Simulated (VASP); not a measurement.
Output of a VASP run:

### OSZICAR
```
...
       N       E                     dE             d eps       ncg     rms          rms(c)
DAV:   1    -0.197298512316E+02   -0.12987E-01   -0.70792E-01  7439   0.781E+00    0.869E-01
DAV:   2    -0.197218988780E+02    0.79524E-02   -0.20502E-02 11520   0.282E+00    0.501E-01
DAV:   3    -0.197178745618E+02    0.40243E-02   -0.53557E-03 12494   0.224E+00    0.152E-01
DAV:   4    -0.197174971767E+02    0.37739E-03   -0.16741E-03 10180   0.134E+00    0.316E-02
DAV:   5    -0.197175047155E+02   -0.75388E-05   -0.25155E-04 10495   0.190E-01    0.204E-02
DAV:   6    -0.197175023232E+02    0.23924E-05   -0.21252E-05 12483   0.105E-01    0.122E-02
DAV:   7    -0.197175018158E+02    0.50731E-06   -0.39116E-06  7375   0.522E-02
  17 F= -.19717502E+02 E0= -.19717394E+02  d E =-.159019E-02
       N       E                     dE             d eps       ncg     rms          rms(c)
DAV:   1    -0.197186276195E+02   -0.11253E-02   -0.44663E-02 10596   0.328E+00    0.261E-01
DAV:   2    -0.197179210824E+02    0.70654E-03   -0.67799E-03  9336   0.246E+00    0.108E-01
DAV:   3    -0.197176779873E+02    0.24310E-03   -0.11977E-03 10728   0.135E+00    0.672E-02
DAV:   4    -0.197176265770E+02    0.51410E-04   -0.14277E-04 11398   0.319E-01    0.274E-02
DAV:   5    -0.197176169534E+02    0.96237E-05   -0.62429E-05 12303   0.141E-01    0.144E-02
DAV:   6    -0.197176131632E+02    0.37901E-05   -0.13573E-05 10823   0.570E-02    0.219E-03
DAV:   7    -0.197176132497E+02   -0.86491E-07   -0.16733E-06  4796   0.136E-02
  18 F= -.19717613E+02 E0= -.19717501E+02  d E =-.111434E-03
       N       E                     dE             d eps       ncg     rms          rms(c)
DAV:   1    -0.197176244749E+02   -0.11312E-04   -0.39415E-04 10572   0.318E-01    0.247E-02
DAV:   2    -0.197176185511E+02    0.59238E-05   -0.62173E-05  9388   0.240E-01    0.105E-02
DAV:   3    -0.197176161877E+02    0.23634E-05   -0.10085E-05  7851   0.129E-01    0.618E-03
DAV:   4    -0.197176157835E+02    0.40418E-06   -0.11206E-06  4112   0.298E-02
  19 F= -.19717616E+02 E0= -.19717504E+02  d E =-.113968E-03
       N       E                     dE             d eps       ncg     rms          rms(c)
DAV:   1    -0.197177109386E+02   -0.94751E-04   -0.41701E-02  7416   0.184E+00    0.889E-02
DAV:   2    -0.197177582522E+02   -0.47314E-04   -0.18566E-03 11445   0.730E-01    0.381E-02
DAV:   3    -0.197177391909E+02    0.19061E-04   -0.11055E-04 10195   0.384E-01    0.271E-02
DAV:   4    -0.197177307109E+02    0.84800E-05   -0.19006E-05 10758   0.141E-01    0.102E-02
DAV:   5    -0.197177294165E+02    0.12944E-05   -0.37024E-06  7235   0.293E-02    0.228E-03
DAV:   6    -0.197177294646E+02   -0.48066E-07   -0.11155E-06  4611   0.185E-02
  20 F= -.19717729E+02 E0= -.19717616E+02  d E =-.113681E-03
       N       E                     dE             d eps       ncg     rms          rms(c)
DAV:   1    -0.197176673026E+02    0.62114E-04   -0.37521E-01  7416   0.553E+00    0.267E-01
DAV:   2    -0.197181111634E+02   -0.44386E-03   -0.16696E-02 11460   0.222E+00    0.116E-01
DAV:   3    -0.197179332546E+02    0.17791E-03   -0.10190E-03 10227   0.117E+00    0.815E-02
DAV:   4    -0.197178568739E+02    0.76381E-04   -0.17685E-04 10905   0.420E-01    0.305E-02
DAV:   5    -0.197178458497E+02    0.11024E-04   -0.43856E-05 11481   0.875E-02    0.808E-03
DAV:   6    -0.197178451742E+02    0.67549E-06   -0.28188E-06  6715   0.298E-02
  21 F= -.19717845E+02 E0= -.19717729E+02  d E =-.229391E-03
```

**OUTCAR**
```
------------------------ aborting loop because EDIFF is reached ----------------------------------------
  FORCE on cell =-STRESS in cart. coord.  units (eV):
  Direction    XX          YY          ZZ          XY          YZ          ZX
  --------------------------------------------------------------------------------------
  Total       -0.0134296     -0.0223087      0.0674686      0.0000000      0.0000000      0.0590759
  in kB       -0.4806610     -0.7984537      2.4147778      0.0000000      0.0000000      2.1143937
  external PRESSURE =       0.3785544 kB  Pullay stress =       0.0000000 kB
  volume of cell :       44.76
      direct lattice vectors                 reciprocal lattice vectors
     2.123940479 -2.036194130  0.138179201     0.234011424 -0.245556154  0.021520352
     2.123940479  2.036194130  0.138179201     0.234011424  0.245556154  0.021520352
    -0.473113176  0.000000000  5.144613261    -0.012570629  0.000000000  0.193222040
 POSITION                                       TOTAL-FORCE (eV/Angst)
 -----------------------------------------------------------------------------------
      1.06197      1.01810      0.06909         0.000000      0.000000      0.000000
      0.82541     -1.01810      2.64140         0.000000      0.000000      0.000000
      2.00566     -0.02912      1.42433        -0.000000     -0.002783      0.000000
      1.76911      0.02912      3.99664         0.000000      0.002783     -0.000000
 -----------------------------------------------------------------------------------
    total drift:                                0.000000     -0.000000     -0.000000
  FREE ENERGIE OF THE ION-ELECTRON SYSTEM (eV)
  ---------------------------------------------------
  free  energy   TOTEN  =       -19.7178451742 eV

  energy  without entropy=      -19.7174972677  energy(sigma->0) =      -19.71772921

 reached required accuracy - stopping structural energy minimisation
```
(Selected blocks of OUTCAR.)

File POSCAR:
```
CuO
1
    2.2001594536    -1.9212599058     0.1043285198
    2.2001594536     1.9212599058     0.1043285198
   -0.5734138104     0.0000000000     5.1715476160
Cu O
2 2
Direct
  0.0000000000   0.5000000000   0.0000000000
  0.5000000000   1.0000000000   0.5000000000
  0.5190228144   0.4809771856   0.2500000000
  0.4809771856   0.5190228144   0.7500000000
```

### Question
Reconstruct the remaining input files.

### Answer
Several could match; the one computed here: the input of the run itself, PBE GGA, plane waves, VASP's PBE PAW potentials (set 64).

INCAR:
```
! general
SYSTEM =CuO
PREC   =Accurate
ENCUT  =500
LREAL  =.FALSE.
LASPH  =.TRUE.

! electronic loop
EDIFF  =1E-6
NELM   =100
ALGO   =Normal
LMAXMIX=4

! smearing
ISMEAR =1
SIGMA  =0.1

! functional
GGA    =PE

! ions
IBRION =2
NSW    =60
ISIF   =3
EDIFFG =-0.02

! output
LWAVE  =.FALSE.
LCHARG =.FALSE.
```

**KPOINTS**
```
Regular mesh
0
G
  10 10 6
0 0 0
```

POTCAR, in this order: Cu O (PBE.64 set). Program: vasp_std.

The structure was generated: CuO was put into the tenorite type (C2/c), which need not be its known phase. This run relaxes it. Symmetry was kept, so distortions that lower it aren't found. The start is the result of an earlier pass.
